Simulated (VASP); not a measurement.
# MoH3: structure and properties in VASP, part 2 of 5

What structure does MoH3 take at this level, and what are its properties? The cell is generated by rule, not measured, and may not be a known phase. The atoms of the start are displaced at random from the sites of a P-3m1 cell.

VASP 6.6.1; PBEsol with D4; plane waves and PAW (H, Mo_sv); invented cell.

Still holding for the runs below: This run has no spin polarisation. Its electron count is odd, so without a moment it is a metal by construction.

So far. Step 2 (Rough relaxation of the start cell): It ends with a largest force of 0.014 eV/Å and a pressure of 0.05 GPa.

## Step 3: Relaxing cell and atoms (PBEsol + D4)

Properties are meant for the cell that this level of theory prefers, so cell and atoms are relaxed first (ISIF = 3) until forces and stress are small; EDIFFG sets the threshold.

INCAR reads:

```
SYSTEM = MoH3
PREC = Accurate
ENCUT = 400
EDIFF = 1E-06
NELM = 100
ISMEAR = -1
SIGMA = 0.05
LREAL = .FALSE.
ALGO = Normal
GGA = PS
IVDW = 13
NBANDS = 14
LORBIT = 11
LWAVE = .FALSE.
LCHARG = .FALSE.
KPAR = 2
IBRION = 2
NSW = 60
ISIF = 3
EDIFFG = -0.01
```

POSCAR reads:

```
MoH3
1.0
    2.4669212500     -1.4250072400      0.0000000000
    2.4669212500      1.4250072400      0.0000000000
   -0.0004239200      0.0000000000      3.7499450100
H Mo
3 1
Direct
    0.3344177560      0.3324213080      0.7516329380
    0.6675786920      0.6655822440      0.2483670620
    0.9974515020      0.0025484980      0.0000000000
    0.0003467410      0.9996532590      0.5000000000
```

KPOINTS reads:

```
Automatic mesh
0
Gamma
11 11 7
0 0 0
```

The projector-augmented-wave data sets are H and Mo_sv (PBE family, release 64).

The cell reached was symmetrised within 0.01 Å before this step, which raises the operations from 1 to 2, which the run then keeps.

Run with:

```
mpirun -np 2 vasp_std
```

What it wrote:

```text
[banner, memory and clock lines left out]
running    2 mpi-ranks, on    1 nodes
 distrk:  each k-point on    1 cores,    2 groups
 distr:  one band on    1 cores,    1 groups

 POSCAR found type information on POSCAR H Mo
 POSCAR found :  2 types and       4 ions
 [... a notice as in an earlier step ...]

 LDA part: xc-table for (Slater+PW92), standard interpolation
 POSCAR, INCAR and KPOINTS ok, starting setup
 FFT: planning ... GRIDC
 FFT: planning ... GRID_SOFT
 FFT: planning ... GRID
 WAVECAR not read
 entering main loop
       N       E                     dE             d eps       ncg     rms          rms(c)
DAV:   1     0.911915741779E+02    0.91192E+02   -0.86486E+03  6728   0.924E+02
DAV:   2    -0.211656442978E+02   -0.11236E+03   -0.10918E+03  7974   0.297E+02
DAV:   3    -0.227403897876E+02   -0.15747E+01   -0.15511E+01  7500   0.356E+01
DAV:   4    -0.227451956439E+02   -0.48059E-02   -0.48056E-02  7818   0.223E+00
DAV:   5    -0.227452303346E+02   -0.34691E-04   -0.34691E-04  7542   0.162E-01    0.236E+01
DAV:   6    -0.212852166873E+02    0.14600E+01   -0.27702E+00  7182   0.177E+01    0.481E+00
DAV:   7    -0.211992423997E+02    0.85974E-01   -0.15917E-01  7428   0.329E+00    0.174E+00
DAV:   8    -0.211777067598E+02    0.21536E-01   -0.33767E-02  7452   0.160E+00    0.195E-01
DAV:   9    -0.211776515294E+02    0.55230E-04   -0.13817E-03  6906   0.287E-01    0.111E-01
DAV:  10    -0.211776528748E+02   -0.13453E-05   -0.20178E-04  7758   0.144E-01    0.279E-02
DAV:  11    -0.211776518522E+02    0.10225E-05   -0.11110E-05  6846   0.247E-02    0.155E-02
DAV:  12    -0.211776528563E+02   -0.10041E-05   -0.19204E-06  6774   0.143E-02    0.259E-03
DAV:  13    -0.211776528145E+02    0.41793E-07   -0.89518E-08  3330   0.295E-03
   1 F= -.21725726E+02 E0= -.21721446E+02  d E =-.217257E+02
 curvature:   0.00 expect dE= 0.000E+00 dE for cont linesearch  0.000E+00
 trial: gam= 0.00000 g(F)=  0.406E-02 g(S)=  0.599E-02 ort = 0.000E+00 (trialstep = 0.100E+01)
 search vector abs. value=  0.100E-01
 bond charge predicted
       N       E                     dE             d eps       ncg     rms          rms(c)
DAV:   1    -0.212208337639E+02   -0.43181E-01   -0.91471E-01  6936   0.116E+01    0.252E+00
DAV:   2    -0.211756049894E+02    0.45229E-01   -0.10560E-01  6840   0.384E+00    0.278E-01
DAV:   3    -0.211750117396E+02    0.59325E-03   -0.42810E-03  7482   0.625E-01    0.287E-01
DAV:   4    -0.211749226587E+02    0.89081E-04   -0.42581E-04  7446   0.208E-01    0.791E-02
DAV:   5    -0.211749430757E+02   -0.20417E-04   -0.78088E-05  7788   0.976E-02    0.449E-02
DAV:   6    -0.211749483039E+02   -0.52282E-05   -0.46576E-06  7242   0.237E-02    0.157E-03
DAV:   7    -0.211749483862E+02   -0.82322E-07   -0.78843E-08  3468   0.253E-03
   2 F= -.21731431E+02 E0= -.21727349E+02  d E =-.570495E-02
[... from here on, the cycles between the ionic steps are left out ...]
   3 F= -.21731529E+02 E0= -.21727471E+02  d E =-.580245E-02
   4 F= -.21734406E+02 E0= -.21730310E+02  d E =-.287738E-02
   5 F= -.21735952E+02 E0= -.21731730E+02  d E =-.442304E-02
   6 F= -.21735967E+02 E0= -.21731727E+02  d E =-.443866E-02
   7 F= -.21737053E+02 E0= -.21732917E+02  d E =-.108548E-02
   8 F= -.21737365E+02 E0= -.21733296E+02  d E =-.139752E-02
   9 F= -.21737398E+02 E0= -.21733358E+02  d E =-.143085E-02
  10 F= -.21737400E+02 E0= -.21733402E+02  d E =-.163928E-05
 trial-energy change:   -0.000002  1 .order    0.000001   -0.000128    0.000130
 step:   0.7910(harm=  0.7910)  dis= 0.00055  next Energy=   -21.737430 (dE=-0.317E-04)
 bond charge predicted
       N       E                     dE             d eps       ncg     rms          rms(c)
DAV:   1    -0.211838308576E+02   -0.97402E-03   -0.64753E-03  6762   0.971E-01    0.204E-01
DAV:   2    -0.211835674450E+02    0.26341E-03   -0.65642E-04  6708   0.298E-01    0.245E-02
DAV:   3    -0.211835567514E+02    0.10694E-04   -0.33957E-05  7344   0.567E-02    0.200E-02
DAV:   4    -0.211835544099E+02    0.23415E-05   -0.49515E-06  7572   0.218E-02    0.767E-03
DAV:   5    -0.211835541138E+02    0.29606E-06   -0.62424E-07  3514   0.836E-03
  11 F= -.21737431E+02 E0= -.21733413E+02  d E =-.332208E-04
 curvature:  -0.42 expect dE=-0.849E-06 dE for cont linesearch -0.248E-08
 trial: gam= 0.01875 g(F)=  0.173E-05 g(S)=  0.308E-06 ort = 0.710E-06 (trialstep = 0.143E+01)
 search vector abs. value=  0.209E-05
 reached required accuracy - stopping structural energy minimisation
```

It took 1.9 min on 2 MPI ranks of AMD EPYC 7R43, shared host; peak memory 0.3 GiB; 3.8 min of CPU time.

Parts of OUTCAR (step 3):

```text
  LATTYP: Found a base centered monoclinic cell.
 ALAT       =     4.9338425000
 B/A-ratio  =     0.5776460193
 C/A-ratio  =     0.7600455495
 COS(beta)  =    -0.0001130470

 Subroutine GETGRP returns: Found  2 space group operations
 (whereof  2 operations were pure point group operations)

The static configuration has the point symmetry C_2 .

 Found    234 irreducible k-points:

   k-points           NKPTS =    234   k-points in BZ     NKDIM =    234   number of bands    NBANDS=     14

   dimension x,y,z NGX =    20 NGY =   20 NGZ =   24
   dimension x,y,z NGXF=    40 NGYF=   40 NGZF=   48

   ENCUT  =  400.0 eV  29.40 Ry    5.42 a.u.   4.65  4.65  6.12*2*pi/ulx,y,z

   NELECT =      17.0000    total number of electrons

 E-fermi :   7.5162

 k-point     1 :       0.0000    0.0000    0.0000
  band No.  band energies     occupation
    ...
      5      -3.0617      2.00000
      6       1.7218      2.00000
      7       5.6647      2.00000
      8       6.3410      2.00000
      9       6.3421      2.00000
     10       9.1259      0.00000
     11       9.1262      0.00000
     12      17.0319      0.00000
     13      17.5829      0.00000
     14      19.5781      0.00000

 k-point     2 :       0.0909   -0.0000    0.0000
  band No.  band energies     occupation
    ...
      5      -2.8302      2.00000
      6       1.8879      2.00000
      7       4.5745      2.00000
      8       6.5929      2.00000
      9       6.7859      2.00000
     10       9.0512      0.00000
     11       9.6253      0.00000
     12      16.7816      0.00000
     13      18.0963      0.00000
     14      18.8652      0.00000

  DFT-D4 for vdW energy calculation

  Edisp (eV):   -0.55388

  Total       0.00313     0.00191    -0.00258     0.00000     0.00000     0.00165
  in kB       0.19038     0.11607    -0.15723     0.00000     0.00000     0.10025
  external pressure =        0.05 kB  Pullay stress =        0.00 kB

  energy-cutoff  :      400.00
  volume of cell :       26.32
      direct lattice vectors                 reciprocal lattice vectors
     2.478575342 -1.431095448 -0.000002136     0.201728788 -0.349382706  0.000023160
     2.478575342  1.431095448 -0.000002136     0.201728788  0.349382706  0.000023160
    -0.000425917  0.000000000  3.709840732     0.000000232  0.000000000  0.269553351

 POSITION                                       TOTAL-FORCE (eV/Angst)
 -----------------------------------------------------------------------------------
      1.65219     -0.00111      2.74357         0.000099      0.002476     -0.000419
      3.30453     -0.00111      0.96627        -0.000099      0.002476      0.000419
      2.47858     -1.42756     -0.00000        -0.000000     -0.004815      0.000000
      2.47836      1.43037      1.85492         0.000000     -0.000137      0.000000
 -----------------------------------------------------------------------------------
    total drift:                               -0.000000      0.000018      0.000000

  FREE ENERGIE OF THE ION-ELECTRON SYSTEM (eV)
  ---------------------------------------------------
  free  energy   TOTEN  =       -21.7374313100 eV

  energy  without entropy=      -21.7293937365  energy(sigma->0) =      -21.73341252

 total charge
# of ion       s       p       d       tot
------------------------------------------
    1        0.546   0.025   0.000   0.571
    2        0.546   0.025   0.000   0.571
    3        0.534   0.014   0.000   0.548
    4        2.321   6.243   3.995  12.558
--------------------------------------------------
tot          3.948   6.305   3.995  14.248

[... 1 part as in an earlier step ...]

[... 7 further parts left out ...]
```

CONTCAR:

```
MoH3
   1.00000000000000
     2.4785753424040995   -1.4310954477609203   -0.0000021356733664
     2.4785753424040995    1.4310954477609203   -0.0000021356733664
    -0.0004259168929111    0.0000000000000000    3.7098407321362195
  H               Mo
     3     1
Direct
     0.3337459644390339    0.3329702570052642    0.7395380012780187
     0.6670297429947358    0.6662540355609661    0.2604619987219811
     0.9987660794814853    0.0012339205185147    0.0000000000000000
     0.0002529040847432    0.9997470959152570    0.5000000000000000
```

The run keeps the 2 symmetry operations of its start, so it cannot find a distortion of lower symmetry.

Relaxation path:

```
step  energy less that of the first step (eV)  largest force (eV/Å)  pressure (GPa)  volume (Å³)
   1                                   0.0000                0.2050           -2.23        26.36
   2                                  -0.0057                0.1090            0.88        26.02
   3                                  -0.0058                0.0939            1.25        25.96
   4                                  -0.0087                0.0815            0.86        26.05
   5                                  -0.0102                0.0641            0.26        26.16
   6                                  -0.0102                0.0623            0.27        26.17
   7                                  -0.0113                0.0351           -0.03        26.26
   8                                  -0.0116                0.0170           -0.19        26.32
   9                                  -0.0117                0.0094           -0.26        26.35
  10                                  -0.0117                0.0083            0.28        26.29
  11                                  -0.0117                0.0048            0.01        26.32
```

```
     cell as run  before  after  change
           a (Å)   2.849  2.862  +0.5 %
           b (Å)   2.849  2.862  +0.5 %
           c (Å)   3.750  3.710  -1.1 %
           γ (°)   60.03  60.00  -0.0 %
volume (Å³/atom)    6.59   6.58  -0.2 %
```

The atoms that moved most (Å, as changes of fractional coordinates times the final cell):

```
atom     dx     dy      dz  length
  H2  0.000  0.002   0.045   0.045
  H1  0.000  0.002  -0.045   0.045
```

The relaxed structure:

```
H Mo
1.0
     2.47858   -1.43110    0.00000
     2.47858    1.43110    0.00000
    -0.00043    0.00000    3.70984
H Mo
3 1
Direct
  0.33375 0.33297 0.73954
  0.66703 0.66625 0.26046
  0.99877 0.00123 0.00000
  0.00025 0.99975 0.50000
```

This step gave:

```
irreducible k-points            : 234
symmetry operations             : 2
free energy (TOTEN)             : -21.74 eV
energy at zero smearing         : -21.73 eV
Fermi energy                    : 7.516 eV
pressure                        : 0.004974 GPa
SCF cycles over all ionic steps : 64
```

It ends with a largest force of 0.005 eV/Å and a pressure of 0.00 GPa.

## Step 4: Single point with fields (PBEsol + D4)

A single point on the relaxed cell gives a clean self-consistent state, with density, ELF and potential written out.

Edit INCAR of step 3 so:

```diff
@@ -14,7 +14,5 @@
 LWAVE = .FALSE.
-LCHARG = .FALSE.
-KPAR = 2
-IBRION = 2
-NSW = 60
-ISIF = 3
-EDIFFG = -0.01
+LCHARG = .TRUE.
+ISIF = 2
+LELF = .TRUE.
+LVHAR = .TRUE.
```

POSCAR reads:

```
MoH3
1.0
    2.8621239200      0.0000000000      0.0000000000
   -1.4310619600      2.4786720200      0.0000000000
    0.0000000000      0.0000000000      3.7098407600
H Mo
3 1
Direct
    0.6666666670      0.3333333330      0.7395380010
    0.3333333330      0.6666666670      0.2604619990
    0.0000000000      0.0000000000      0.0000000000
    0.0000000000      0.0000000000      0.5000000000
```

KPOINTS is that of step 3.

The cell reached was symmetrised within 0.01 Å before this step, which raises the operations from 2 to 12, which the run then keeps.

Run with:

```
mpirun -np 2 vasp_std
```

What it wrote:

```text
[banner, memory and clock lines left out]
running    2 mpi-ranks, on    1 nodes
 distrk:  each k-point on    2 cores,    1 groups
 distr:  one band on    1 cores,    2 groups

 POSCAR found type information on POSCAR H Mo
 POSCAR found :  2 types and       4 ions
 [... a notice as in an earlier step ...]

 LDA part: xc-table for (Slater+PW92), standard interpolation
 POSCAR, INCAR and KPOINTS ok, starting setup
 FFT: planning ... GRIDC
 FFT: planning ... GRID_SOFT
 FFT: planning ... GRID
 WAVECAR not read
 entering main loop
       N       E                     dE             d eps       ncg     rms          rms(c)
DAV:   1     0.901827622020E+02    0.90183E+02   -0.86470E+03  2724   0.922E+02
DAV:   2    -0.212611821369E+02   -0.11144E+03   -0.10838E+03  3166   0.298E+02
DAV:   3    -0.227878885939E+02   -0.15267E+01   -0.15212E+01  2998   0.354E+01
DAV:   4    -0.227926647408E+02   -0.47761E-02   -0.47760E-02  3160   0.223E+00
DAV:   5    -0.227927015171E+02   -0.36776E-04   -0.36776E-04  2980   0.164E-01    0.244E+01
DAV:   6    -0.212930368237E+02    0.14997E+01   -0.28259E+00  2902   0.178E+01    0.502E+00
DAV:   7    -0.212046809659E+02    0.88356E-01   -0.16589E-01  2992   0.336E+00    0.174E+00
DAV:   8    -0.211831645832E+02    0.21516E-01   -0.33217E-02  2902   0.163E+00    0.175E-01
DAV:   9    -0.211832132358E+02   -0.48653E-04   -0.11520E-03  2812   0.261E-01    0.101E-01
DAV:  10    -0.211832309744E+02   -0.17739E-04   -0.15211E-04  3088   0.119E-01    0.257E-02
DAV:  11    -0.211832297210E+02    0.12534E-05   -0.10165E-05  2776   0.216E-02    0.130E-02
DAV:  12    -0.211832302983E+02   -0.57732E-06   -0.15471E-06  2664   0.122E-02
   1 F= -.21737100E+02 E0= -.21733080E+02  d E =-.803910E-02
```

Wall time 11 s (2 MPI ranks); peak memory 0.19 GiB; 21 s of CPU time.

Parts of OUTCAR (step 4):

```text
  LATTYP: Found a hexagonal cell.
 ALAT       =     2.8621239200
 C/A-ratio  =     1.2961845342

 Subroutine GETGRP returns: Found 12 space group operations
 (whereof 12 operations were pure point group operations)

The static configuration has the point symmetry D_3d.

 Found     94 irreducible k-points:

   k-points           NKPTS =     94   k-points in BZ     NKDIM =     94   number of bands    NBANDS=     14

   ENCUT  =  400.0 eV  29.40 Ry    5.42 a.u.   4.67  4.67  6.05*2*pi/ulx,y,z

   NELECT =      17.0000    total number of electrons

 E-fermi :   7.5158

 k-point     1 :       0.0000    0.0000    0.0000
  band No.  band energies     occupation
    ...
      5      -3.0618      2.00000
      6       1.7215      2.00000
      7       5.6645      2.00000
      8       6.3412      2.00000
      9       6.3412      2.00000
     10       9.1255      0.00000
     11       9.1255      0.00000
     12      17.0315      0.00000
     13      17.5826      0.00000
     14      19.5776      0.00000

 k-point     2 :       0.0909    0.0000    0.0000
  band No.  band energies     occupation
    ...
      5      -2.8304      2.00000
      6       1.8876      2.00000
      7       4.5744      2.00000
      8       6.5924      2.00000
      9       6.7858      2.00000
     10       9.0505      0.00000
     11       9.6249      0.00000
     12      16.7814      0.00000
     13      18.0961      0.00000
     14      18.8648      0.00000

  DFT-D4 for vdW energy calculation

  Edisp (eV):   -0.55387

  Total       0.00943     0.00943    -0.01394     0.00000     0.00000     0.00000
  in kB       0.57399     0.57399    -0.84883     0.00000     0.00000     0.00000
  external pressure =        0.10 kB  Pullay stress =        0.00 kB

  energy-cutoff  :      400.00
  volume of cell :       26.32
      direct lattice vectors                 reciprocal lattice vectors
     2.862123920  0.000000000  0.000000000     0.349390882  0.201720920  0.000000000
    -1.431061960  2.478672020  0.000000000     0.000000000  0.403441840  0.000000000
     0.000000000  0.000000000  3.709840760     0.000000000  0.000000000  0.269553349

 POSITION                                       TOTAL-FORCE (eV/Angst)
 -----------------------------------------------------------------------------------
      1.43106      0.82622      2.74357         0.000000      0.000000     -0.000283
     -0.00000      1.65245      0.96627        -0.000000      0.000000      0.000283
      0.00000      0.00000      0.00000         0.000000      0.000000      0.000000
      0.00000      0.00000      1.85492         0.000000      0.000000      0.000000
 -----------------------------------------------------------------------------------
    total drift:                               -0.000000     -0.000000      0.000000

  FREE ENERGIE OF THE ION-ELECTRON SYSTEM (eV)
  ---------------------------------------------------
  free  energy   TOTEN  =       -21.7370996425 eV

  energy  without entropy=      -21.7290605408  energy(sigma->0) =      -21.73308009

[... 2 parts as in an earlier step ...]

[... 7 further parts left out ...]
```

This step gave:

```
SCF cycles           : 12
irreducible k-points : 94
symmetry operations  : 12
pressure             : 0.009972 GPa
```

Valence electrons inside each PAW sphere by angular momentum. Sphere charges, by row:

```
atom  s (e)  p (e)  d (e)  tot (e)
  H1  0.546  0.025      0    0.571
  H2  0.546  0.025      0    0.571
  H3  0.534  0.014      0    0.548
 Mo4  2.321  6.243  3.995    12.56
```

Electrostatic potential energy in the ac plane at fractional y = 0.000, with atoms of H and Mo within 0.2 Å of it. With pseudopotentials it is smooth inside the atoms' cores, unlike the true potential.

Ten even steps from '0' (-65 eV) to '9' (4 eV):
```
668999999999986
788999999999988
889999999999998
788999999999988
556789999998765
233578999987533
012357999975321
000246899864200
000136899863100
000136899863100
000246899864200
012357999975321
233578999987533
556789999998765
788999999999988
889999999999998
788999999999988
668999999999986
568999999999986
```
Columns run along a (2.9 Å; values clipped at the 3rd and 97th percentile), rows up along c (3.7 Å). Atoms in or near the plane, at fractional coordinates: H at (0.00, 0.00), Mo at (0.00, 0.50).

Valence density in the ac plane at fractional y = 0.000, with atoms of H and Mo within 0.2 Å of it. It is the smooth field of the valence electrons, not physical close to the nuclei.

Ten even steps from '0' (0.1 e/Å³) to '9' (7.5 e/Å³):
```
110000000000001
000000000000000
000000000000000
000000000000000
110000000000001
332100000000123
664210000001246
987410000001478
998520000002589
998520000002589
987410000001478
664210000001246
332100000000123
110000000000001
000000000000000
000000000000000
000000000000000
110000000000001
210000000000001
```
Columns run along a (2.9 Å), rows up along c (3.7 Å). Atoms in or near the plane, at fractional coordinates: H at (0.00, 0.00), Mo at (0.00, 0.50).

ELF in the ac plane at fractional y = 0.000, with atoms of H and Mo within 0.2 Å of it. It is the smooth field of the valence electrons, not physical close to the nuclei.

Ten even steps from '_' (0.1) to '@' (1.0):
```
@@@@@@%%==..________..==%%@@@@
@@@@%%++::..__....__..::++%%@@
++++==::......::::......::==++
::::........::----::........::
----::......--====--......::--
****++--....::====::....--++**
######++--..::----::..--++####
++**##**==::..::::..::==**##**
::==**##++::..::::..::++##**==
::==**##++::..::::..::++##**==
++**##**==::..::::..::==**##**
######++--..::----::..--++####
****++--....::====::....--++**
----::......--====--......::--
::::........::----::........::
++++==::......::::......::==++
@@@@%%++::..__....__..::++%%@@
@@@@@@%%==..________..==%%@@@@
@@@@@@%%++..________..++%%@@@@
```
Columns run along a (2.9 Å), rows up along c (3.7 Å). Atoms in or near the plane, at fractional coordinates: H at (0.00, 0.00), Mo at (0.00, 0.50).

The pressure is 0.01 GPa and the largest force 0.000 eV/Å.

(Continued in part 3 of 5.)

[Lines on the potential files, build, host, timing and source positions are cut from VASP's logs without a mark.]

[Logs are printed without paths, hosts, clocks, repeated set-up lines and the standing remarks that a program may print on its own settings, such as how far it seeks lower states.]

[Hosts, paths, dates, database ids (printed as entryN), source tags and the programs' standing remarks are cut or masked in the printed files.]

[A measured line is paired with the nearest computed mode of its activity, which favours agreement.]
